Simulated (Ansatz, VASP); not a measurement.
# Cross-check of Zn21H54S20 (H-capped ZnS nanowire along [111]) between VASP and Ansatz, part 2 of 2

Wanted: the spread between two codes on one cell, functional and k mesh. Of the first pair: The structure shown is the start of the Ansatz relaxation below; VASP solves that cell, so the two are compared at the walk's first step.

VASP 6.6.1 and Ansatz 0.2.0.

So far. Step 4 (Differences): The forces differ by 19 meV/Å r.m.s., which is 22.1 % of the r.m.s. force of 0.085 eV/Å (both taken over all components). With vacuum in the cell, a pressure given here is an average over mostly empty space and none of the material.

### 5. Ansatz: relaxation, PBE

Level of this step: Ansatz beside VASP: Kohn-Sham DFT, plane waves, PBE (Ansatz).

This run makes the geometry at which the two programs are then compared.

The structure compared here is the end of the Ansatz relaxation.

input.yaml

```yaml
crystal:
  lattice:
    - [15.35588, 0.0, 0.0]
    - [0.0, 16.14115, 0.0]
    - [0.0, 0.0, 28.10599]
  atoms:
    - { symbol: Zn, position: [0.49958, 0.50606, 0.98734] }
    - { symbol: S, position: [0.49966, 0.50599, 0.07405] }
[... 6 atom lines left out ...]
    - { symbol: Zn, position: [0.542, 0.34898, 0.21656] }
    - { symbol: S, position: [0.51263, 0.36692, 0.29812] }
    - { symbol: Zn, position: [0.4998, 0.50602, 0.32079] }
    - { symbol: S, position: [0.49979, 0.50599, 0.4074] }
    - { symbol: Zn, position: [0.51826, 0.64187, 0.43426] }
    - { symbol: S, position: [0.51118, 0.63175, 0.51812] }
    - { symbol: Zn, position: [0.36697, 0.45316, 0.43427] }
[... 3 atom lines left out ...]
    - { symbol: Zn, position: [0.48221, 0.34483, 0.54934] }
    - { symbol: S, position: [0.46434, 0.37041, 0.6313] }
    - { symbol: Zn, position: [0.49951, 0.50608, 0.65389] }
[... 6 atom lines left out ...]
    - { symbol: Zn, position: [0.45394, 0.34991, 0.88303] }
    - { symbol: S, position: [0.48703, 0.36719, 0.96418] }
    - { symbol: Zn, position: [0.63872, 0.47091, 0.10107] }
    - { symbol: S, position: [0.62793, 0.47437, 0.18497] }
    - { symbol: Zn, position: [0.62157, 0.61928, 0.21657] }
    - { symbol: S, position: [0.62006, 0.586, 0.29809] }
    - { symbol: Zn, position: [0.61407, 0.42278, 0.4343] }
    - { symbol: S, position: [0.60836, 0.43373, 0.51819] }
[... 2 atom lines left out ...]
    - { symbol: Zn, position: [0.59188, 0.40123, 0.76736] }
    - { symbol: S, position: [0.58996, 0.41405, 0.85119] }
    - { symbol: Zn, position: [0.66445, 0.54665, 0.88299] }
    - { symbol: S, position: [0.6322, 0.56515, 0.96414] }
[... 14 atom lines left out ...]
    - { symbol: H, position: [0.52092, 0.71299, 0.52864] }
[... 2 atom lines left out ...]
    - { symbol: H, position: [0.30068, 0.42001, 0.52864] }
[... 1 atom line left out ...]
    - { symbol: H, position: [0.35985, 0.69268, 0.74295] }
    - { symbol: H, position: [0.32222, 0.56215, 0.64717] }
    - { symbol: H, position: [0.48351, 0.25993, 0.52385] }
    - { symbol: H, position: [0.39986, 0.29751, 0.74303] }
    - { symbol: H, position: [0.53722, 0.33212, 0.64721] }
    - { symbol: H, position: [0.3497, 0.69624, 0.76913] }
    - { symbol: H, position: [0.58379, 0.7076, 0.73783] }
    - { symbol: H, position: [0.56184, 0.70521, 0.8617] }
    - { symbol: H, position: [0.27376, 0.47493, 0.73781] }
    - { symbol: H, position: [0.40155, 0.28739, 0.76922] }
    - { symbol: H, position: [0.28711, 0.45787, 0.86164] }
    - { symbol: H, position: [0.32893, 0.69162, 0.85811] }
[... 2 atom lines left out ...]
    - { symbol: H, position: [0.41603, 0.27242, 0.85819] }
[... 10 atom lines left out ...]
    - { symbol: H, position: [0.67739, 0.38504, 0.52874] }
[... 1 atom line left out ...]
    - { symbol: H, position: [0.63922, 0.62409, 0.64726] }
    - { symbol: H, position: [0.73925, 0.52786, 0.74311] }
    - { symbol: H, position: [0.64058, 0.33585, 0.73786] }
    - { symbol: H, position: [0.74748, 0.5344, 0.76931] }
    - { symbol: H, position: [0.64962, 0.35518, 0.86169] }
    - { symbol: H, position: [0.75404, 0.55379, 0.85821] }
[... 1 atom line left out ...]
    - { symbol: H, position: [0.68699, 0.5084, 0.98326] }
kpoints:
  mp_grid: { grid: [1, 1, 1] }
hamiltonian:
  xc: pbe
scf:
  occupations: { method: fermi_dirac, width: 0.025 }
output:
  forces: true
  eigenvalues: true
relax:
  f_tol: 0.05
  max_steps: 90
```

Command:

```bash
ansatz run input.yaml --threads 8 --pin off --max-ram 31232MiB --backend cpu --events-out ev --progress --plain --runs-dir out
```

Numbers of over 12 decimals in the logs are rounded to 6 here.

Log:

```text
[...]
Crystal: 95 atoms, lattice volume = 6966.395 Å³
Basis set: ecut = 420 eV, 136067 PW (Γ), exchange–correlation on 216×216×384 points (8 copies of the dense FFT grid, shifted against one another)
Bands: 308, of which v1, the nominal top of the filled ones, is band 213 counted from 1 (212 counted from 0)
Symmetry: 1 space group operations
[...]
k-points: 1
[...]
- { symbol: H, position: [0.675748, 0.672605, 0.101880] }
    - { symbol: H, position: [0.443511, 0.706484, 0.195350] }
    - { symbol: H, position: [0.336797, 0.352518, 0.073080] }
    - { symbol: H, position: [0.259621, 0.567378, 0.101985] }
    - { symbol: H, position: [0.345316, 0.359424, 0.195340] }
    - { symbol: H, position: [0.246884, 0.560900, 0.193042] }
    - { symbol: H, position: [0.312930, 0.504455, 0.315856] }
[...]
- { symbol: H, position: [0.649609, 0.356037, 0.850148] }
    - { symbol: H, position: [0.753183, 0.555674, 0.857349] }
    - { symbol: H, position: [0.670319, 0.663828, 0.075692] }
    - { symbol: H, position: [0.686509, 0.506405, 0.980763] }
```

### 6. VASP: single point, PBE, relaxed cell, pair 2

The same cell, functional, mesh and smearing now go to VASP, with its own data sets.

INCAR

```
SYSTEM = Zn21H54S20
PREC = Accurate
ENCUT = 400
EDIFF = 1E-06
NELM = 120
ISMEAR = -1
SIGMA = 0.025
LREAL = Auto
ALGO = Normal
GGA = PE
NBANDS = 280
LORBIT = 11
LWAVE = .FALSE.
LCHARG = .FALSE.
ISIF = 2
LASPH = .TRUE.
GGA_COMPAT = .FALSE.
EFERMI = MIDGAP
NCORE = 2
```

POSCAR

```
Zn21H54S20
1.0
   15.3558800000      0.0000000000      0.0000000000
    0.0000000000     16.1411500000      0.0000000000
    0.0000000000      0.0000000000     28.1059900000
Zn S H
21 20 54
Direct
    0.4995800000      0.5060600000      0.9849600000
    0.4627400000      0.6373600000      0.1006500000
[... 6 atom lines left out ...]
    0.3621600000      0.6018700000      0.5515000000
    0.4812400000      0.3449100000      0.5515600000
    0.4994800000      0.5061300000      0.6433400000
    0.5339600000      0.5937100000      0.7636100000
    0.4025900000      0.4905400000      0.7635700000
    0.3811900000      0.6200000000      0.8808700000
    0.4549300000      0.3516100000      0.8808100000
[... 3 atom lines left out ...]
    0.6555000000      0.5714900000      0.5515700000
    0.5621400000      0.4339500000      0.7635600000
    0.6624800000      0.5465500000      0.8808400000
[... 6 atom lines left out ...]
    0.5119100000      0.6314000000      0.5208200000
    0.3795200000      0.4533900000      0.5208100000
    0.3934900000      0.6041700000      0.6344700000
    0.4633500000      0.3697300000      0.6345200000
    0.5364800000      0.6242900000      0.8480100000
    0.3734500000      0.4772800000      0.8479800000
    0.3796300000      0.5860900000      0.9628000000
    0.4866100000      0.3672100000      0.9627600000
[... 2 atom lines left out ...]
    0.6076100000      0.4332900000      0.5208700000
    0.6417600000      0.5444200000      0.6345200000
    0.5887600000      0.4165300000      0.8479800000
    0.6324300000      0.5648300000      0.9627900000
[... 14 atom lines left out ...]
    0.5219200000      0.7127100000      0.5311000000
[... 2 atom lines left out ...]
    0.3004900000      0.4210200000      0.5311000000
[... 1 atom line left out ...]
    0.3726700000      0.6781900000      0.7470500000
    0.3265200000      0.5572800000      0.6507300000
    0.4820500000      0.2592700000      0.5270300000
    0.4060400000      0.3148200000      0.7469300000
    0.5395400000      0.3381200000      0.6508500000
    0.3593900000      0.6821600000      0.7728700000
    0.5680600000      0.6613200000      0.7286200000
    0.5610800000      0.7046900000      0.8501600000
    0.3240200000      0.4846400000      0.7285800000
    0.4091200000      0.3019100000      0.7727400000
    0.2879500000      0.4573800000      0.8501200000
    0.3275400000      0.6900300000      0.8572600000
[... 2 atom lines left out ...]
    0.4181700000      0.2721900000      0.8573300000
[... 10 atom lines left out ...]
    0.6766100000      0.3844100000      0.5311900000
[... 1 atom line left out ...]
    0.6325600000      0.6230200000      0.6508400000
    0.7205000000      0.5244700000      0.7469500000
    0.6068200000      0.3720200000      0.7286400000
    0.7306800000      0.5334800000      0.7727700000
    0.6496100000      0.3560400000      0.8501500000
    0.7531800000      0.5556700000      0.8573500000
[... 1 atom line left out ...]
    0.6865100000      0.5064000000      0.9807600000
```

KPOINTS

```
Automatic mesh
0
Gamma
1 1 1
0 0 0
```

PAW data sets: Zn, S and H (PBE family, release 64).

Command:

```bash
mpirun -np 8 vasp_gam
```

Log:

```text
[... set-up lines as in an earlier step ...]
 entering main loop
       N       E                     dE             d eps       ncg     rms          rms(c)
DAV:   1     0.273039722864E+04    0.27304E+04   -0.14303E+05   680   0.969E+02
DAV:   2     0.169662478915E+03   -0.25607E+04   -0.25043E+04   720   0.233E+02
DAV:   3    -0.302541176793E+03   -0.47220E+03   -0.47028E+03   744   0.957E+01
DAV:   4    -0.321165183344E+03   -0.18624E+02   -0.18549E+02   664   0.212E+01
[...]
DAV:  32    -0.298094541914E+03   -0.81868E-05   -0.28414E-07   432   0.862E-04    0.305E-04
DAV:  33    -0.298094544023E+03   -0.21090E-05   -0.65452E-08   464   0.532E-04    0.206E-04
DAV:  34    -0.298094544906E+03   -0.88332E-06   -0.10429E-08   456   0.290E-04
   1 F= -.29809454E+03 E0= -.29809454E+03  d E =0.000000E+00
```

From OUTCAR (step 6):

```text
  FREE ENERGIE OF THE ION-ELECTRON SYSTEM (eV)
  ---------------------------------------------------
  free  energy   TOTEN  =      -298.0945449064 eV

  energy  without entropy=     -298.0945449064  energy(sigma->0) =     -298.09454491

[... 1 part as in an earlier step ...]
```

### 7. Comparison

The two programs side by side:

```csv
quantity,Ansatz,VASP,difference
gap on the k mesh (eV),3.025,3.025,0.000
```

At this near-relaxed geometry the largest component of a force difference is 50 meV/Å. A gap on the mesh is an upper bound, since the band edges may lie between its points. With vacuum in the cell, a pressure given here is an average over mostly empty space and none of the material.

### 8. Outcome

| Item | Value |
| --- | --- |
| r.m.s. force difference (single point, PBE, start cell, pair 1) | 19 meV/Å |
| r.m.s. force difference (single point, PBE, relaxed cell, pair 2) | 19 meV/Å |

The r.m.s. force difference is 19 meV/Å (single point, PBE, start cell, pair 1), beyond the 12 meV/Å picked in this series as the mark of a large difference. What causes the difference of the single point, PBE, start cell, pair 1 pair stays open here. What causes the difference of the single point, PBE, relaxed cell, pair 2 pair stays open here. Such differences can come from data sets, numerical settings and the points named under the comparisons, not from the functional's error against experiment.

[Lines on the potential files, build, host, timing and source positions are cut from VASP's logs without a mark.]

[Logs are printed without paths, hosts, clocks, repeated set-up lines and the standing remarks that a program may print on its own settings, such as how far it seeks lower states.]

[Hosts, paths, dates, database ids (printed as entryN), source tags and the programs' standing remarks are cut or masked in the printed files.]
